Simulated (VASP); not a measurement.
Level of theory: optB86b-vdW, VASP's PBE PAW potentials (set 64) (plane waves; VASP 6.6.1).

The input files of a VASP run:

### KPOINTS
```
Automatic mesh
0
Gamma
7 7 6
0 0 0
```

File POSCAR:
```
Ga
1
    2.2340082439    -3.8343633098    -0.0000000000
    2.2340082439     3.8343633098     0.0000000000
    0.0000000000     0.0000000000     4.5772427080
Ga
4
Direct
  0.1556263364   0.8443736636   0.9174736674
  0.3443736636   0.6556263364   0.4174736674
  0.6556263364   0.3443736636   0.5825263326
  0.8443736636   0.1556263364   0.0825263326
```

### INCAR
```
# general
SYSTEM  =Ga
PREC    =Accurate
ENCUT   =520
LREAL   =.FALSE.
LASPH   =.TRUE.

# electronic loop
EDIFF   =1E-6   # SCF stop (eV)
NELM    =100   # most electronic steps
ALGO    =Normal   # blocked Davidson
LMAXMIX =4

# smearing
ISMEAR  =1
SIGMA   =0.1

# functional
GGA     =MK
LUSE_VDW=.TRUE.
AGGAC   =0.0
PARAM1  =0.1234
PARAM2  =1.0

# ions
IBRION  =2   # conjugate gradients
NSW     =60   # most ionic steps
ISIF    =3
EDIFFG  =-0.02   # ionic stop

# output
LWAVE   =.FALSE.
LCHARG  =.FALSE.
```

POTCAR, in this order: Ga_d (PBE.64 set). Program: vasp_std.

Output

OSZICAR:
```
       N       E                     dE             d eps       ncg     rms          rms(c)
DAV:   1     0.368744403628E+03    0.36874E+03   -0.26285E+04  4029   0.317E+03
DAV:   2     0.426705939844E+02   -0.32607E+03   -0.32080E+03  4087   0.565E+02
DAV:   3     0.272992638092E+01   -0.39941E+02   -0.39501E+02  4577   0.154E+02
DAV:   4     0.159872609749E+01   -0.11312E+01   -0.11269E+01  4356   0.302E+01
DAV:   5     0.157345365729E+01   -0.25272E-01   -0.25264E-01  4889   0.454E+00    0.247E+00
DAV:   6     0.165760784793E+01    0.84154E-01   -0.21480E-01  4714   0.659E+00    0.134E+00
DAV:   7     0.167309924418E+01    0.15491E-01   -0.60258E-02  5583   0.282E+00    0.315E-01
DAV:   8     0.167378134318E+01    0.68210E-03   -0.14029E-02  4297   0.137E+00    0.471E-02
DAV:   9     0.167359739156E+01   -0.18395E-03   -0.10511E-03  4472   0.374E-01    0.267E-02
DAV:  10     0.167358139769E+01   -0.15994E-04   -0.22446E-04  4619   0.171E-01    0.547E-03
DAV:  11     0.167358005290E+01   -0.13448E-05   -0.36545E-05  4535   0.761E-02    0.456E-03
DAV:  12     0.167358020860E+01    0.15571E-06   -0.95552E-06  4582   0.366E-02
   1 F= 0.16735802E+01 E0= 0.16736213E+01  d E =0.167358E+01
```

### OUTCAR
```
------------------------ aborting loop because EDIFF is reached ----------------------------------------
  FORCE on cell =-STRESS in cart. coord.  units (eV):
  Direction    XX          YY          ZZ          XY          YZ          ZX
  --------------------------------------------------------------------------------------
  Total        0.0301229      0.0022698     -0.0186555      0.0000000      0.0000000      0.0000000
  in kB        0.6154530      0.0463751     -0.3811583      0.0000000      0.0000000      0.0000000
  external PRESSURE =       0.0935566 kB  Pullay stress =       0.0000000 kB
  volume of cell :       78.42
      direct lattice vectors                 reciprocal lattice vectors
     2.234008244 -3.834363310  0.000000000     0.223812961 -0.130399746  0.000000000
     2.234008244  3.834363310  0.000000000     0.223812961  0.130399746  0.000000000
     0.000000000  0.000000000  4.577242708     0.000000000  0.000000000  0.218472138
 POSITION                                       TOTAL-FORCE (eV/Angst)
 -----------------------------------------------------------------------------------
      2.23401      2.64091      4.19950         0.000000      0.001374     -0.016140
      2.23401      1.19346      1.91088         0.000000     -0.001374     -0.016140
      2.23401     -1.19346      2.66636         0.000000      0.001374      0.016140
      2.23401     -2.64091      0.37774         0.000000     -0.001374      0.016140
 -----------------------------------------------------------------------------------
    total drift:                                0.000000      0.000000      0.000000
  FREE ENERGIE OF THE ION-ELECTRON SYSTEM (eV)
  ---------------------------------------------------
  free  energy   TOTEN  =         1.6735802086 eV

  energy  without entropy=        1.6737034060  energy(sigma->0) =        1.67362127

 reached required accuracy - stopping structural energy minimisation
```
(Selected blocks of OUTCAR.)

**OUTCAR**
```
 val. band max:        4.9579351239   @ k =   0.2857   0.2857   0.0000

 cond. band min:       4.9704834149   @ k =  -0.2857   0.1429   0.1667


 Fermi energy:         4.9604298187

 k-point     1 :       0.0000    0.0000    0.0000
  band No.  band energies     occupation
      1     -10.2894      2.00000
      2     -10.2728      2.00000
      3     -10.2371      2.00000
      4     -10.2272      2.00000
      5     -10.2192      2.00000
      6     -10.1867      2.00000
      7     -10.1276      2.00000
      8     -10.0778      2.00000
      9     -10.0451      2.00000
     10     -10.0277      2.00000
     11     -10.0245      2.00000
     12     -10.0225      2.00000
     13     -10.0041      2.00000
     14      -9.9743      2.00000
     15      -9.9416      2.00000
     16      -9.8934      2.00000
     17      -9.8426      2.00000
     18      -9.8416      2.00000
     19      -9.8040      2.00000
     20      -9.7350      2.00000
     21      -6.1303      2.00000
     22       0.5233      2.00000
     23       1.0413      2.00000
     24       3.3119      2.00000
     25       3.3272      2.00000
     26       4.1652      2.00000
     27       5.8422     -0.00000
     28       5.9250     -0.00000
     29       6.0989     -0.00000
     30       9.9744      0.00000
     31      10.1978      0.00000

 k-point     2 :       0.1429   -0.0000    0.0000
  band No.  band energies     occupation
      1     -10.2914      2.00000
      2     -10.2645      2.00000
      3     -10.2447      2.00000
      4     -10.2349      2.00000
      5     -10.2041      2.00000
      6     -10.1804      2.00000
      7     -10.1316      2.00000
      8     -10.1182      2.00000
      9     -10.0544      2.00000
     10     -10.0508      2.00000
     11     -10.0003      2.00000
     12      -9.9971      2.00000
     13      -9.9927      2.00000
     14      -9.9685      2.00000
     15      -9.9331      2.00000
     16      -9.8811      2.00000
     17      -9.8508      2.00000
...
```

The compound is Ga in the alpha structure. It was relaxed first. The start is the result of an earlier pass.
